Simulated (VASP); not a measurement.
# NaNb (Fm-3m) in VASP: notebook

Runs on NaNb. Level: PBE. Tasks: single point, band structure.

Program: VASP 6.6.1. These are calculated values, not measurements. Logs are shortened: lines on timing, memory, paths and dates and some standing lists are left out, and cuts for length are marked.

## (1) The structure

The structure is cubic, space group Fm-3m (No. 225). Conventional cell: a = 5.727 Å, b = 5.727 Å, c = 5.727 Å, α = 90.00°, β = 90.00°, γ = 90.00°. Na (site symmetry m-3m) has 6 Nb at 2.86 Å as nearest neighbours. Nb (site symmetry m-3m) has 6 Na at 2.86 Å as nearest neighbours.

The cell was built by a generator and needn't be a form met in nature.

## (2) Single point, PBE, 21.64 Å³/atom (strain = -0.04)

The input, INCAR:

```
SYSTEM = NaNb
ALGO     = Normal         ! electronic algorithm
EDIFF    = 1E-7           ! SCF threshold, eV
ENCUT    = 520            ! plane-wave cutoff, eV
GGA      = PE             ! functional
ISIF     = 2              ! what is computed and relaxed
ISMEAR   = -1             ! smearing method
LASPH    = .True.         ! aspherical terms in the spheres
LCHARG   = .False.        ! write CHGCAR
LREAL    = .False.        ! projectors in reciprocal space
LWAVE    = .False.        ! write WAVECAR
NELM     = 100            ! most SCF steps
PREC     = Accurate       ! precision mode
SIGMA    = 0.05           ! smearing width, eV
```

The input, KPOINTS:

```
k-points
0
Gamma
  8 8 8
  0 0 0
```

The input, POSCAR:

```
NaNb
1.0
    0.0000000000      2.7489120000      2.8634500000
    2.7489120000      0.0000000000      2.8634500000
    2.7489120000      2.7489120000      0.0000000000
Na Nb
1 1
Direct
    0.0000000000      0.0000000000      0.0000000000
    0.5000000000      0.5000000000      0.5000000000
```

Potentials or basis: VASP PAW PBE potentials, release 64 (Na_pv, Nb_sv).

The run is started by

```bash
> cat potpaw_PBE.64/Na_pv/POTCAR potpaw_PBE.64/Nb_sv/POTCAR > POTCAR
> mpirun -np 1 vasp_std > vasp.out
```

OUTCAR:

```text
SYSTEM = NaNb
   EDIFF = 1E-7
   ENCUT = 520
   GGA = PE
   ISIF = 2
   ISMEAR = -1
   LASPH = .True.
   LREAL = .False.
   NELM = 100
   PREC = Accurate

 ion  position               nearest neighbor table
   1  0.000  0.000  0.000-   2 2.75   2 2.75   2 2.75   2 2.75   2 2.86   2 2.86
   2  0.500  0.500  0.500-   1 2.75   1 2.75   1 2.75   1 2.75   1 2.86   1 2.86

  LATTYP: Found a body centered tetragonal cell.
 ALAT       =     3.8875486322
 C/A-ratio  =     1.4731391275

  Lattice vectors:

 A1 = (  -2.7489120000,   0.0000000000,   2.8634500000)
 A2 = (   2.7489120000,   0.0000000000,   2.8634500000)
 A3 = (   0.0000000000,   2.7489120000,  -2.8634500000)

Analysis of symmetry for initial positions (statically):
=====================================================================
 Subroutine PRICEL returns:
 Original cell was already a primitive cell.

 Routine SETGRP: Setting up the symmetry group for a
 body centered tetragonal supercell.

 Subroutine GETGRP returns: Found 16 space group operations
 (whereof 16 operations were pure point group operations)
 out of a pool of 16 trial point group operations.

The static configuration has the point symmetry D_4h.

Analysis of symmetry for dynamics (positions and initial velocities):
=====================================================================
 Subroutine PRICEL returns:
 Original cell was already a primitive cell.

 Routine SETGRP: Setting up the symmetry group for a
 body centered tetragonal supercell.

 Subroutine GETGRP returns: Found 16 space group operations
 (whereof 16 operations were pure point group operations)
 out of a pool of 16 trial point group operations.

The dynamic configuration has the point symmetry D_4h.

 Subroutine INISYM returns: Found 16 space group operations
 (whereof 16 operations are pure point group operations),
 and found     1 'primitive' translations

----------------------------------------------------------------------------------------

                                     Primitive cell

  volume of cell :      43.2754

  direct lattice vectors                    reciprocal lattice vectors
     0.000000000  2.748912000  2.863450000    -0.181890144  0.181890144  0.174614538
     2.748912000  0.000000000  2.863450000     0.181890144 -0.181890144  0.174614538
     2.748912000  2.748912000  0.000000000     0.181890144  0.181890144 -0.174614538

  length of vectors
     3.969365577  3.969365577  3.887548632     0.310899157  0.310899157  0.310899157

  position of ions in fractional coordinates (direct lattice)
     0.000000000  0.000000000  0.000000000
     0.500000000  0.500000000  0.500000000

  ion indices of the primitive-cell ions
   primitive index   ion index
                 1           1
                 2           2

----------------------------------------------------------------------------------------

 KPOINTS: k-points

Automatic generation of k-mesh.
 Grid dimensions read from file:
 generate k-points for:    8    8    8

 Generating k-lattice:

  Cartesian coordinates                     Fractional coordinates (reciprocal lattice)
    -0.022736268  0.022736268  0.021826817     0.125000000  0.000000000  0.000000000
     0.022736268 -0.022736268  0.021826817     0.000000000  0.125000000  0.000000000
     0.022736268  0.022736268 -0.021826817     0.000000000  0.000000000  0.125000000

  Length of vectors
     0.038862395  0.038862395  0.038862395

  Shift w.r.t. Gamma in fractional coordinates (k-lattice)
     0.000000000  0.000000000  0.000000000

 Subroutine IBZKPT returns following result:
 ===========================================

 Found     59 irreducible k-points:

 Following reciprocal coordinates:
            Coordinates               Weight
  0.000000  0.000000  0.000000      1.000000
  0.125000  0.000000  0.000000      8.000000
  0.250000  0.000000  0.000000      8.000000
  0.375000  0.000000  0.000000      8.000000
  0.500000  0.000000  0.000000      4.000000
  0.125000  0.125000  0.000000      2.000000
[... 16 lines left out ...]
  0.250000  0.000000  0.125000     16.000000
  0.375000  0.000000  0.125000     16.000000
 [... further k-points ...]
   k-points           NKPTS =     59   k-points in BZ     NKDIM =     59   number of bands    NBANDS=     14
   number of dos      NEDOS =    301   number of ions     NIONS =      2
   total plane-waves  NPLWV =  27000
   dimension x,y,z NGX =    30 NGY =   30 NGZ =   30
   dimension x,y,z NGXF=    60 NGYF=   60 NGZF=   60
   ions per type =               1   1
   NGX,Y,Z   is equivalent  to a cutoff of  12.56, 12.56, 12.83 a.u.
   NGXF,Y,Z  is equivalent  to a cutoff of  25.13, 25.13, 25.66 a.u.
 SYSTEM =  NaNb
   PREC   = accura    normal or accurate (medium, high low for compatibility)
   ISTART =      0    job   : 0-new  1-cont  2-samecut
   ICHARG =      2    charge: 1-file 2-atom 10-const
   ISPIN  =      1    spin polarized calculation?
   LNONCOLLINEAR =      F non collinear calculations
   LSORBIT =      F    spin-orbit coupling
   LASPH  =      T    aspherical Exc in radial PAW
   ENCUT  =  520.0 eV  38.22 Ry    6.18 a.u.   7.38  7.38  7.23*2*pi/ulx,y,z
   NELM   =    100;   NELMIN=  2; NELMDL= -5     # of ELM steps
   EDIFF  = 0.1E-06   stopping-criterion for ELM
   LREAL  =      F    real-space projection
   EDIFFG = 0.1E-05   stopping-criterion for IOM
   NSW    =      0    number of steps for IOM
   IBRION =     -1    ionic relax: 0-MD 1-quasi-New 2-CG
   NFREE  =      0    steps in history (QN), initial steepest desc. (CG)
   ISIF   =      2    stress and relaxation
   ISYM   =      2    0-nonsym 1-usesym 2-fastsym
   POTIM  = 0.5000    time-step for ionic-motion
   TEBEG  =    0.0;   TEEND  =   0.0 temperature during run
   PSTRESS=    0.0 pullay stress
   NELECT =      20.0000    total number of electrons
   NUPDOWN=      -1.0000    fix difference up-down
   EMIN   =  10.00;   EMAX   =-10.00  energy-range for DOS
   EFERMI =   0.00;   METHOD = LEGACY
   ISMEAR =    -1;   SIGMA  =   0.05  broadening in eV -4-tet -1-fermi 0-gaus
   EFERMI_NEDOS =   21; number of points for ismear=-14 and -15
   IALGO  =     38    algorithm
   IMIX   =      4    mixing-type and parameters
     AMIX     =   0.40;   BMIX     =  1.00
     AMIX_MAG =   1.60;   BMIX_MAG =  1.00
  volume/ion in A,a.u.               =      21.64       146.02
  Fermi-wavevector in a.u.,A,eV,Ry     =   1.265720  2.391865 21.797184  1.602048
  Thomas-Fermi vector in A             =   2.398959
   LORBIT       =      0    0 simple, 1 ext, 2 COOP (PROOUT), +10 PAW based schemes
   GGA     = PE    functional components
[... 5 lines left out ...]
 non-spin polarized calculation
  energy-cutoff  :      520.00
  volume of cell :       43.28
 maximum number of plane-waves:      1180
 NGX is ok and might be reduce to    30
   NGX = 15   NGY = 15   NGZ = 15

 number of electron      20.0000013 magnetization

 Free energy of the ion-electron system (eV)
  ---------------------------------------------------
  ext. energy  EPLUGINS =         0.00000000
  ---------------------------------------------------
  free energy    TOTEN  =        -7.03037906 eV

  energy without entropy =       -7.00172228  energy(sigma->0) =       -7.01605067

 E-fermi :   5.1019     XC(G=0):  -9.9774

 val. band max:        5.0948276031   @ k =  -0.3750  -0.0000   0.1250
 cond. band min:       5.1104702624   @ k =   0.2500   0.0000   0.2500
 fundamental gap:      0.0156426593
 Fermi energy:         5.1018519502

 k-point     1 :       0.0000    0.0000    0.0000
  band No.  band energies     occupation
      1     -50.2033      2.00000
      2     -26.2218      2.00000
      3     -26.2218      2.00000
      4     -26.1974      2.00000
      5     -18.2321      2.00000
      6     -18.2321      2.00000
      7     -18.1835      2.00000
      8       0.5235      2.00000
      9       4.7540      1.99810
     10       5.0190      1.67986
     11       5.0190      1.67986
     12       5.4409      0.00227
     13       5.5819      0.00014
     14      13.9054      0.00000

 k-point     2 :       0.1250    0.0000    0.0000
  band No.  band energies     occupation
      1     -50.2028      2.00000
      2     -26.2287      2.00000
      3     -26.2223      2.00000
      4     -26.2006      2.00000
      5     -18.2374      2.00000
      6     -18.2351      2.00000
      7     -18.1862      2.00000
      8       0.7979      2.00000
      9       4.7465      1.99836
     10       4.9928      1.79704
     11       5.1145      0.87464
     12       5.4588      0.00159
     13       5.5781      0.00015
     14      13.8695      0.00000

 k-point     3 :       0.2500    0.0000    0.0000
  band No.  band energies     occupation
      1     -50.2014      2.00000
      2     -26.2474      2.00000
      3     -26.2236      2.00000
      4     -26.2063      2.00000
      5     -18.2502      2.00000
      6     -18.2423      2.00000
      7     -18.1923      2.00000
      8       1.5536      2.00000
      9       4.5733      1.99995
     10       4.9895      1.80868
     11       5.1727      0.39044
     12       5.7352      0.00001
     13       5.7881      0.00000
     14      11.6240      0.00000
[... 324 lines left out ...]
 k-point    23 :       0.2500    0.0000    0.1250
  band No.  band energies     occupation
      1     -50.2014      2.00000
      2     -26.2439      2.00000
      3     -26.2282      2.00000
      4     -26.2061      2.00000
      5     -18.2552      2.00000
      6     -18.2374      2.00000
      7     -18.1876      2.00000
      8       1.5050      2.00000
      9       4.5161      1.99998
     10       5.0870      1.14714
     11       5.2415      0.11549
     12       5.5284      0.00039
     13       5.8011      0.00000
     14      12.4750      0.00000

 k-point    24 :       0.3750    0.0000    0.1250
  band No.  band energies     occupation
      1     -50.2000      2.00000
      2     -26.2634      2.00000
      3     -26.2302      2.00000
      4     -26.2118      2.00000
      5     -18.2623      2.00000
      6     -18.2456      2.00000
      7     -18.1936      2.00000
      8       2.4223      2.00000
      9       4.3866      2.00000
     10       4.9396      1.92505
     11       5.1555      0.50977
     12       6.1102      0.00000
     13       6.2657      0.00000
     14       9.9290      0.00000

 [... further k-points ...]

------------------------ aborting loop because EDIFF is reached ----------------------------------------

  FORCE on cell =-STRESS in cart. coord.  units (eV):
  Direction    XX          YY          ZZ          XY          YZ          ZX
  --------------------------------------------------------------------------------------
  -------------------------------------------------------------------------------------
  Total        0.6522593      0.6522593     -0.4014267      0.0000000      0.0000000      0.0000000
  in kB       24.1484668     24.1484668    -14.8619434      0.0000000      0.0000000      0.0000000
  external PRESSURE =      11.1449967 kB  Pullay stress =       0.0000000 kB

 VOLUME and BASIS-vectors are now :
 -----------------------------------------------------------------------------
  energy-cutoff  :      520.00
  volume of cell :       43.28
      direct lattice vectors                 reciprocal lattice vectors
     0.000000000  2.748912000  2.863450000    -0.181890144  0.181890144  0.174614538
     2.748912000  0.000000000  2.863450000     0.181890144 -0.181890144  0.174614538
     2.748912000  2.748912000  0.000000000     0.181890144  0.181890144 -0.174614538

 POSITION                                       TOTAL-FORCE (eV/Angst)
 -----------------------------------------------------------------------------------
      0.00000      0.00000      0.00000        -0.000000     -0.000000      0.000000
      2.74891      2.74891      2.86345         0.000000      0.000000      0.000000
 -----------------------------------------------------------------------------------
    total drift:                                0.000000      0.000000      0.000000

  FREE ENERGIE OF THE ION-ELECTRON SYSTEM (eV)
  ---------------------------------------------------
  free  energy   TOTEN  =        -7.0303790635 eV

  energy  without entropy=       -7.0017222799  energy(sigma->0) =       -7.01605067
```

It took 17 s on 1 thread of Intel Xeon 6975P-C (Granite Rapids), shared host; peak memory 0.19 GiB.

Results:

* Free energy: -7.0304 eV
* Pressure: 1.1 GPa
* Band gap on the k mesh: none (metal or under the smearing width)

## (3) Single point, PBE, 22.55 Å³/atom (strain = -0.02)

INCAR is that of step 2.

KPOINTS is that of step 2.

The input, POSCAR:

```
NaNb
1.0
    0.0000000000      2.8061810000      2.8634500000
    2.8061810000      0.0000000000      2.8634500000
    2.8061810000      2.8061810000      0.0000000000
Na Nb
1 1
Direct
    0.0000000000      0.0000000000      0.0000000000
    0.5000000000      0.5000000000      0.5000000000
```

Potentials or basis: VASP PAW PBE potentials, release 64 (Na_pv, Nb_sv).

The run is started by

```bash
> cat potpaw_PBE.64/Na_pv/POTCAR potpaw_PBE.64/Nb_sv/POTCAR > POTCAR
> mpirun -np 1 vasp_std > vasp.out
```

Wall time 17 s (1 thread of Intel Xeon 6975P-C (Granite Rapids), shared host); peak memory 0.19 GiB.

Results (log left out):

```
Free energy            : -7.0424 eV
Pressure               : -0.8 GPa
Band gap on the k mesh : none (metal or under the smearing width)
```

(Part 1 of 2 ends here.)
